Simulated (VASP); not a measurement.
Computed with PBEsol GGA, VASP's PBE PAW potentials (set 64) (plane waves; VASP).

A VASP calculation is set up with these files.

INCAR:
```
SYSTEM = ZrB2
PREC = Accurate; ENCUT = 620; LREAL = .FALSE.
LASPH = .TRUE.
EDIFF = 1E-6; NELM = 100; ALGO = Normal
LMAXMIX = 4
ISMEAR = 1; SIGMA = 0.1
GGA = PS
IBRION = 2; NSW = 40; ISIF = 3
EDIFFG = -0.02; PSTRESS = 100
LWAVE = .FALSE.; LCHARG = .FALSE.
```

File KPOINTS:
```
kpoints
0
G
 11 11 9
```

File POSCAR:
```
ZrB2
1.0
  1.5682895191  -2.7163576017   0.0000000000
  1.5682895191   2.7163576017   0.0000000000
  0.0000000000   0.0000000000   3.4835849580
Zr B
1 2
Cart
  0.0000000000   0.0000000000   0.0000000000
  1.5682895191   0.9054543448   1.7417924790
  1.5682895191  -0.9054543448   1.7417924790
```

POTCAR, in this order: Zr_sv B (PBE.64 set). Program: vasp_std.

Problem. What does the run give for the energy per atom (σ→0), volume per atom, band gap (on the k-mesh)?

Solution. 
```yaml
energy per atom (σ→0): -8.791 eV/atom
band gap (on the k-mesh): none (metal, semimetal or under 0.01 eV)
volume_per_atom: 9.72 Å³/atom
```

OSZICAR:
```
...
DAV:   2    -0.263806518727E+02    0.64198E-01   -0.21453E-01  2191   0.562E+00    0.990E-01
DAV:   3    -0.263718967183E+02    0.87552E-02   -0.57595E-02  3160   0.203E+00    0.416E-01
DAV:   4    -0.263731745820E+02   -0.12779E-02   -0.27030E-03  2569   0.441E-01    0.171E-01
DAV:   5    -0.263740431820E+02   -0.86860E-03   -0.21324E-03  3154   0.293E-01    0.146E-01
DAV:   6    -0.263743344420E+02   -0.29126E-03   -0.31947E-04  3518   0.133E-01    0.410E-02
DAV:   7    -0.263743434830E+02   -0.90409E-05   -0.18476E-05  2570   0.440E-02    0.103E-02
DAV:   8    -0.263743438623E+02   -0.37939E-06   -0.93787E-07  1518   0.113E-02
   3 F= -.24553987E+02 E0= -.24553983E+02  d E =-.808977E-02
```

The compound is ZrB2 in the AlB2 type structure. This run relaxes it under an external pressure of 10 GPa. Symmetry was kept, so distortions that lower it aren't found.
